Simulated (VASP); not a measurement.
Computed with PBE GGA, VASP's PBE PAW potentials (set 64) (plane waves; VASP).

A VASP calculation is set up with these files.

**INCAR**
```
ALGO = Normal
EDIFF = 1E-6
EDIFFG = -0.02
ENCUT = 480
GGA = PE
IBRION = 2
ISIF = 3
ISMEAR = 0
LASPH = .TRUE.
LCHARG = .FALSE.
LMAXMIX = 6
LREAL = .FALSE.
LWAVE = .FALSE.
NELM = 100
NSW = 60
PREC = Accurate
SIGMA = 0.05
SYSTEM = WSe2
```

File POSCAR:
```
WSe2
1
    3.3188489685     0.0000000000     0.0000000000
   -1.6594244842     2.8742071827     0.0000000000
   -0.0000000000     0.0000000000    14.4353734750
W Se
2 4
Direct
  0.6666670000   0.3333330000   0.7500000000
  0.3333330000   0.6666670000   0.2500000000
  0.6666670000   0.3333330000   0.3663911015
  0.3333330000   0.6666670000   0.8663911015
  0.3333330000   0.6666670000   0.6336088985
  0.6666670000   0.3333330000   0.1336088985
```

File KPOINTS:
```
Automatic
0
Gamma
7 7 2
```

POTCAR, in this order: W_sv Se (PBE.64 set). Program: vasp_std.

The resulting files:

### OUTCAR
```
 ion  position               nearest neighbor table
   1  0.667  0.333  0.750-   4 2.55   5 2.55   4 2.55   5 2.55   4 2.55   5 2.55
   2  0.333  0.667  0.250-   3 2.55   6 2.55   3 2.55   6 2.55   3 2.55   6 2.55
   3  0.667  0.333  0.366-   2 2.55   2 2.55   2 2.55
   4  0.333  0.667  0.866-   1 2.55   1 2.55   1 2.55
   5  0.333  0.667  0.634-   1 2.55   1 2.55   1 2.55
   6  0.667  0.333  0.134-   2 2.55   2 2.55   2 2.55
  LATTYP: Found a hexagonal cell.
 ALAT       =     3.3188489685
 C/A-ratio  =     4.3495120182
 Subroutine PRICEL returns:
 Original cell was already a primitive cell.
 Subroutine GETGRP returns: Found 24 space group operations
The static configuration has the point symmetry D_3d.
 The point group associated with its full space group is D_6h.
The dynamic configuration has the point symmetry D_3d.
 Subroutine INISYM returns: Found 24 space group operations
 Subroutine IBZKPT returns following result:
 Found     16 irreducible k-points:

 Following reciprocal coordinates:
            Coordinates               Weight
  0.000000  0.000000  0.000000      1.000000
  0.142857  0.000000  0.000000      6.000000
  0.285714 -0.000000  0.000000      6.000000
  0.428571 -0.000000  0.000000      6.000000
  0.142857  0.142857  0.000000      6.000000
  0.285714  0.142857  0.000000     12.000000
  0.428571  0.142857  0.000000      6.000000
  0.285714  0.285714  0.000000      6.000000
  0.000000  0.000000  0.500000      1.000000
  0.142857  0.000000  0.500000      6.000000
  0.285714 -0.000000  0.500000      6.000000
  0.428571 -0.000000  0.500000      6.000000
  0.142857  0.142857  0.500000      6.000000
  0.285714  0.142857  0.500000     12.000000
  0.428571  0.142857  0.500000      6.000000
  0.285714  0.285714  0.500000      6.000000
   k-points           NKPTS =     16   k-points in BZ     NKDIM =     16   number of bands    NBANDS=     31
   number of dos      NEDOS =    301   number of ions     NIONS =      6
   total plane-waves  NPLWV =  62208
   dimension x,y,z NGX =    24 NGY =   24 NGZ =  108
   dimension x,y,z NGXF=    48 NGYF=   48 NGZF=  216
   ions per type =               2   4
   PREC   = accura    normal or accurate (medium, high low for compatibility)
   ISTART =      0    job   : 0-new  1-cont  2-samecut
   ICHARG =      2    charge: 1-file 2-atom 10-const
   ISPIN  =      1    spin polarized calculation?
   LNONCOLLINEAR =      F non collinear calculations
   LSORBIT =      F    spin-orbit coupling
   INIWAV =      1    electr: 0-lowe 1-rand  2-diag
   ENCUT  =  480.0 eV  35.28 Ry    5.94 a.u.   5.93  5.93 25.79*2*pi/ulx,y,z
   NELM   =    100;   NELMIN=  2; NELMDL= -5     # of ELM steps
   EDIFF  = 0.1E-05   stopping-criterion for ELM
   LREAL  =      F    real-space projection
   NLSPLINE    = F    spline interpolate recip. space projectors
   LMAXMIX     =    6 max onsite mixed and CHGCAR
   VOSKOWN=      0    Vosko Wilk Nusair interpolation
   EDIFFG = -.2E-01   stopping-criterion for IOM
   NSW    =     60    number of steps for IOM
   NBLOCK =      1;   KBLOCK =     60    inner block; outer block
   IBRION =      2    ionic relax: 0-MD 1-quasi-New 2-CG
   NFREE  =      1    steps in history (QN), initial steepest desc. (CG)
   ISIF   =      3    stress and relaxation
   ISYM   =      2    0-nonsym 1-usesym 2-fastsym
   TEIN   =    0.0    initial temperature
   TEBEG  =    0.0;   TEEND  =   0.0 temperature during run
   SMASS  =  -3.00    Nose mass-parameter (am)
   PSTRESS=    0.0 pullay stress
   NELECT =      52.0000    total number of electrons
   EFERMI =   0.00;   METHOD = LEGACY
   ISMEAR =     0;   SIGMA  =   0.05  broadening in eV -4-tet -1-fermi 0-gaus
   IALGO  =     38    algorithm
   LDIAG  =      T    sub-space diagonalisation (order eigenvalues)
   IMIX   =      4    mixing-type and parameters
...
```

File OSZICAR:
```
       N       E                     dE             d eps       ncg     rms          rms(c)
DAV:   1     0.493240699569E+03    0.49324E+03   -0.27015E+04  1128   0.151E+03
DAV:   2    -0.132592822221E+02   -0.50650E+03   -0.49701E+03  1218   0.402E+02
DAV:   3    -0.444400910062E+02   -0.31181E+02   -0.30949E+02  1236   0.916E+01
DAV:   4    -0.452604008549E+02   -0.82031E+00   -0.81765E+00  1221   0.152E+01
DAV:   5    -0.452801437315E+02   -0.19743E-01   -0.19734E-01  1280   0.224E+00    0.287E+01
DAV:   6    -0.436727733246E+02    0.16074E+01   -0.11789E+01  1139   0.187E+01    0.102E+01
DAV:   7    -0.434170217303E+02    0.25575E+00   -0.46971E+00  1143   0.904E+00    0.555E+00
DAV:   8    -0.432519356343E+02    0.16509E+00   -0.68718E-01  1312   0.470E+00    0.109E+00
DAV:   9    -0.432539798831E+02   -0.20442E-02   -0.63534E-02  1317   0.127E+00    0.756E-01
DAV:  10    -0.432532021555E+02    0.77773E-03   -0.19146E-02  1331   0.881E-01    0.192E-01
DAV:  11    -0.432530915446E+02    0.11061E-03   -0.26308E-03  1233   0.319E-01    0.139E-01
DAV:  12    -0.432531039897E+02   -0.12445E-04   -0.12701E-04  1257   0.582E-02    0.899E-02
DAV:  13    -0.432531233286E+02   -0.19339E-04   -0.14794E-04  1356   0.651E-02    0.720E-03
DAV:  14    -0.432531267269E+02   -0.33983E-05   -0.66981E-06  1081   0.160E-02    0.594E-03
DAV:  15    -0.432531272843E+02   -0.55740E-06   -0.69333E-07   821   0.493E-03
   1 F= -.43253127E+02 E0= -.43253127E+02  d E =-.432531E+02
       N       E                     dE             d eps       ncg     rms          rms(c)
DAV:   1    -0.432685317721E+02   -0.15405E-01   -0.38895E-01  1055   0.531E+00    0.133E+00
DAV:   2    -0.432558016281E+02    0.12730E-01   -0.73344E-02  1165   0.175E+00    0.339E-01
DAV:   3    -0.432531070714E+02    0.26946E-02   -0.14767E-02  1245   0.478E-01    0.155E-01
DAV:   4    -0.432525081137E+02    0.59896E-03   -0.24938E-03  1217   0.308E-01    0.102E-01
DAV:   5    -0.432524696096E+02    0.38504E-04   -0.29118E-04  1294   0.105E-01    0.778E-02
DAV:   6    -0.432524491904E+02    0.20419E-04   -0.11534E-04  1319   0.530E-02    0.199E-02
DAV:   7    -0.432524481740E+02    0.10163E-05   -0.16752E-05  1271   0.283E-02    0.729E-03
DAV:   8    -0.432524484094E+02   -0.23538E-06   -0.10265E-06   790   0.723E-03
   2 F= -.43252448E+02 E0= -.43252448E+02  d E =0.678875E-03
       N       E                     dE             d eps       ncg     rms          rms(c)
DAV:   1    -0.432600053472E+02   -0.75572E-02   -0.15960E-01  1055   0.339E+00    0.859E-01
DAV:   2    -0.432547521936E+02    0.52532E-02   -0.29183E-02  1158   0.111E+00    0.216E-01
DAV:   3    -0.432536774788E+02    0.10747E-02   -0.57249E-03  1196   0.300E-01    0.978E-02
DAV:   4    -0.432534503592E+02    0.22712E-03   -0.98085E-04  1217   0.193E-01    0.680E-02
DAV:   5    -0.432534438475E+02    0.65117E-05   -0.11603E-04  1257   0.665E-02    0.495E-02
DAV:   6    -0.432534430744E+02    0.77308E-06   -0.46395E-05  1319   0.334E-02    0.121E-02
DAV:   7    -0.432534421600E+02    0.91436E-06   -0.67328E-06  1178   0.178E-02
   3 F= -.43253442E+02 E0= -.43253442E+02  d E =-.314876E-03
       N       E                     dE             d eps       ncg     rms          rms(c)
DAV:   1    -0.432534460573E+02   -0.29829E-05   -0.90451E-05  1083   0.807E-02    0.226E-02
DAV:   2    -0.432534429616E+02    0.30958E-05   -0.17994E-05  1193   0.279E-02    0.532E-03
DAV:   3    -0.432534420958E+02    0.86575E-06   -0.35364E-06   911   0.767E-03
   4 F= -.43253442E+02 E0= -.43253442E+02  d E =-.314812E-03
       N       E                     dE             d eps       ncg     rms          rms(c)
DAV:   1    -0.432540066024E+02   -0.56364E-03   -0.16050E-02  1062   0.108E+00    0.272E-01
DAV:   2    -0.432534713682E+02    0.53523E-03   -0.30136E-03  1151   0.355E-01    0.686E-02
DAV:   3    -0.432533572589E+02    0.11411E-03   -0.59653E-04  1196   0.968E-02    0.314E-02
DAV:   4    -0.432533312388E+02    0.26020E-04   -0.10040E-04  1165   0.619E-02    0.218E-02
DAV:   5    -0.432533280431E+02    0.31957E-05   -0.13008E-05  1295   0.217E-02    0.162E-02
DAV:   6    -0.432533258570E+02    0.21861E-05   -0.55055E-06  1058   0.114E-02    0.376E-03
DAV:   7    -0.432533258777E+02   -0.20718E-07   -0.68062E-07   629   0.629E-03
   5 F= -.43253326E+02 E0= -.43253326E+02  d E =-.198593E-03
       N       E                     dE             d eps       ncg     rms          rms(c)
DAV:   1    -0.432540193893E+02   -0.69353E-03   -0.14151E-02  1062   0.101E+00    0.256E-01
DAV:   2    -0.432535519135E+02    0.46748E-03   -0.26192E-03  1151   0.332E-01    0.645E-02
DAV:   3    -0.432534577405E+02    0.94173E-04   -0.51516E-04  1188   0.900E-02    0.292E-02
DAV:   4    -0.432534387478E+02    0.18993E-04   -0.86975E-05  1165   0.576E-02    0.200E-02
DAV:   5    -0.432534395285E+02   -0.78074E-06   -0.11096E-05  1273   0.201E-02    0.150E-02
DAV:   6    -0.432534403755E+02   -0.84696E-06   -0.45963E-06   985   0.105E-02
   6 F= -.43253440E+02 E0= -.43253440E+02  d E =-.313091E-03
       N       E                     dE             d eps       ncg     rms          rms(c)
DAV:   1    -0.432535835317E+02   -0.14400E-03   -0.70363E-03  1006   0.554E-01    0.120E-01
DAV:   2    -0.432535163173E+02    0.67214E-04   -0.90476E-04  1266   0.164E-01    0.447E-02
DAV:   3    -0.432534969052E+02    0.19412E-04   -0.17835E-04  1240   0.622E-02    0.274E-02
DAV:   4    -0.432534888927E+02    0.80125E-05   -0.26718E-05  1160   0.288E-02    0.800E-03
DAV:   5    -0.432534890907E+02   -0.19799E-06   -0.53592E-06  1143   0.113E-02
   7 F= -.43253489E+02 E0= -.43253489E+02  d E =-.487152E-04
       N       E                     dE             d eps       ncg     rms          rms(c)
DAV:   1    -0.432535114867E+02   -0.22594E-04   -0.69839E-04  1013   0.174E-01    0.383E-02
DAV:   2    -0.432535049524E+02    0.65344E-05   -0.90490E-05  1242   0.521E-02    0.143E-02
DAV:   3    -0.432535024181E+02    0.25342E-05   -0.18073E-05  1104   0.198E-02    0.843E-03
DAV:   4    -0.432535012145E+02    0.12037E-05   -0.23926E-06   806   0.905E-03    0.240E-03
DAV:   5    -0.432535009195E+02    0.29493E-06   -0.62125E-07   566   0.433E-03
   8 F= -.43253501E+02 E0= -.43253501E+02  d E =-.605440E-04
```

OUTCAR:
```
------------------------ aborting loop because EDIFF is reached ----------------------------------------
  FORCE on cell =-STRESS in cart. coord.  units (eV):
  Direction    XX          YY          ZZ          XY          YZ          ZX
  --------------------------------------------------------------------------------------
  Total        0.0667160      0.0667159      0.0979135      0.0000000      0.0000000     -0.0000000
  in kB        0.7745148      0.7745146      1.1366919      0.0000000      0.0000000     -0.0000000
  external PRESSURE =       0.8952404 kB  Pullay stress =       0.0000000 kB
  volume of cell :      138.01
      direct lattice vectors                 reciprocal lattice vectors
     3.321768026  0.000000000 -0.000000000     0.301044502  0.173808144 -0.000000000
    -1.660884013  2.876735160  0.000000000    -0.000000000  0.347616289 -0.000000000
     0.000000000  0.000000000 14.442467048     0.000000000  0.000000000  0.069240248
 POSITION                                       TOTAL-FORCE (eV/Angst)
 -----------------------------------------------------------------------------------
      1.66089      0.95891     10.83185        -0.000000     -0.000000      0.000000
     -0.00000      1.91782      3.61062         0.000000      0.000000      0.000000
      1.66089      0.95891      5.29105         0.000000      0.000000     -0.007291
     -0.00000      1.91782     12.51228        -0.000000     -0.000000     -0.007291
     -0.00000      1.91782      9.15142        -0.000000      0.000000      0.007291
      1.66089      0.95891      1.93019         0.000000      0.000000      0.007291
 -----------------------------------------------------------------------------------
    total drift:                               -0.001035      0.000427     -0.000034
  FREE ENERGIE OF THE ION-ELECTRON SYSTEM (eV)
  ---------------------------------------------------
  free  energy   TOTEN  =       -43.2535009195 eV

  energy  without entropy=      -43.2535009195  energy(sigma->0) =      -43.25350092

 reached required accuracy - stopping structural energy minimisation
```
(Selected blocks of OUTCAR.)

File CONTCAR:
```
WSe2
   1.00000000000000
     3.3217680259072826    0.0000000000000508   -0.0000000000000000
    -1.6608840129035536    2.8767351596848831    0.0000000000000000
     0.0000000000000000    0.0000000000000000   14.4424670484756668
  W               Se
     2     4
Direct
     0.6666669999999968    0.3333330000000032    0.7500000000000000
     0.3333330000000032    0.6666669999999968    0.2500000000000000
     0.6666669999999968    0.3333330000000032    0.3663534755134913
     0.3333330000000032    0.6666669999999968    0.8663534755134912
     0.3333330000000032    0.6666669999999968    0.6336465244865088
     0.6666669999999968    0.3333330000000032    0.1336465244865088
```

Without a dispersion term in the relaxation, distances and binding between the weakly bound layers, chains or molecules are unreliable, and so is what depends on them.

The compound is WSe2 in the 2H layered structure. This run relaxes it. Symmetry was kept, so distortions that lower it aren't found. The start is the result of an earlier pass.
